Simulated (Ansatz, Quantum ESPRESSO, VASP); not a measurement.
# Code comparison for Ir (Fm-3m, 1 atom in the cell)

Self-consistent single point.

```
CELL_PARAMETERS angstrom
      0.00000     1.92000     1.92000
      1.92000     0.00000     1.92000
      1.92000     1.92000     0.00000
ATOMIC_POSITIONS crystal
  Ir 0.00000 0.00000 0.00000
```

All programs got the same cell, k-point mesh and kind of occupations (in Ansatz's words: kpoints.mp_grid.grid = 10 10 10; scf.occupations.method = fermi_dirac; scf.occupations.width = 0.1 eV); potentials, basis and cutoffs are each program's usual ones.

```
code                                                  model  pressure (GPa)  cutoff
----------------  -----------------------------------------  --------------  ------
VASP                PBE, VASP's PBE PAW potentials (set 64)            8.76  300 eV
Quantum ESPRESSO  PBE, PSlibrary PAW (PBE) pseudopotentials            8.51   35 Ry
Ansatz                               PBE, default PAW files            8.99  420 eV
```

The spread over the programs that give each value: pressure within 0.48 GPa.

The starting cell has typed, rounded lattice constants, without a prior relaxation at this level. On Ansatz's run: Spin-orbit coupling is off. Spin polarisation is off. In the base run, with a pressure of about 9 GPa the cell is away from its equilibrium volume at this level.

Task: Why do the programs differ, and what cannot be compared?

Result: Differences of this kind can come from the potentials, where these differ, and from what each basis and cutoff leave unconverged. The valence holds different numbers of electrons (VASP 9, Quantum ESPRESSO 9, Ansatz (an electronic-structure program) 17). The zero of total energies and Fermi levels follows the potentials and each program's conventions, so they are not compared here. Ansatz's pressure is given at a fixed set of plane waves, as the other plane-wave codes print theirs; with its correction for the finite basis it is 9.08 GPa.

VASP's run is marked for a possible Pulay error in its stress at this cutoff; no cutoff test was made.

Left out of this page: ABINIT, GPAW, CP2K, Elk, FLEUR and SIESTA (not drawn, or without a comparable value).

Keys are those of Ansatz 0.2.
